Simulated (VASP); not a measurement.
Here is the system:

```
PbRbF3
1.0
    4.78187     0.00000     0.00000
    0.00000     4.78187     0.00000
    0.00000     0.00000     4.78187
Rb Pb F
1 1 3
Direct
  0.00000   0.00000   0.00000
  0.50000   0.50000   0.50000
  0.00000   0.50000   0.50000
  0.50000   0.00000   0.50000
  0.50000   0.50000   0.00000
```

These are PBEsol GGA, VASP's PBE PAW potentials (set 64) (plane waves; VASP 6.6.1) values and carry that method's errors. Run with 520 eV cut-off, 5×5×5 Γ-centred mesh, Gaussian smearing of 0.010 eV, potentials Rb_sv Pb_d F.

Task: Give the electronic dielectric tensor ε∞ (DFPT, local fields included).

Result: 
```
2.85  0.00  0.00
0.00  2.85  0.00
0.00  0.00  2.85
```

Task: Give the Born effective charges.

Result: 
| atom | Z*xx | Z*yy | Z*zz | mean |
|---|---|---|---|---|
| Rb1 | 1.24 | 1.24 | 1.24 | 1.24 |
| Pb2 | 3.23 | 3.23 | 3.23 | 3.23 |
| F3 | -3.16 | -0.65 | -0.65 | -1.49 |
| F4 | -0.65 | -3.16 | -0.65 | -1.49 |
| F5 | -0.65 | -0.65 | -3.16 | -1.49 |

Task: Which frequencies do the optical Γ-point modes have (no LO-TO splitting)?

Result: 79i (×3), 52i (×3), 60 (×3), 199 (×3) cm⁻¹. The imaginary modes mark an instability.

The structure comes from a computed database's RbPbF3 entry (Pm-3m); how it stands against other phases isn't given here. It was relaxed first.
